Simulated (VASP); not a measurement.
A run of VASP 6.6.1:

File INCAR:

```
PREC = Accurate ; ENCUT = 580
EDIFF = 1E-7 ; ISMEAR = 0
SIGMA = 0.02 ; LREAL = F
LASPH = T ; NELM = 100
ALGO = Normal ; ISIF = 3
LWAVE = F ; LCHARG = F
GGA = PS ; IBRION = 2
NSW = 90 ; EDIFFG = -0.005
```

File KPOINTS:

```
regular mesh
0
Gamma
  9 9 6
```

The input POSCAR:

```
PtSe2
1.0
    3.7173065500      0.0000000000      0.0000000000
   -1.8586532700      3.2192819000      0.0000000000
    0.0000000000      0.0000000000      5.8200740200
Pt Se
1 2
Direct
    0.0000000000      0.0000000000      0.0000000000
    0.6666666700      0.3333333300      0.7746118400
    0.3333333300      0.6666666700      0.2253881600
```

Potentials or basis: VASP PAW PBE potentials, release 64 (Pt, Se).

Run with:

```sh
$ cat potpaw_PBE.64/Pt/POTCAR potpaw_PBE.64/Se/POTCAR > POTCAR
$ mpirun -np 1 vasp_std > vasp.out
```

Hardware: 1 thread of Intel(R) Xeon(R) Platinum 8259CL CPU @ 2.50GHz (Skylake/Cascade Lake), on a shared host.

Problem. How long does it take, and how much memory?

Solution. Wall time 19 min on 1 thread of Intel(R) Xeon(R) Platinum 8259CL CPU @ 2.50GHz (Skylake/Cascade Lake), on a shared host, peak memory 0.27 GiB. Counts: scf iterations 258, k points 62, ion steps 33.
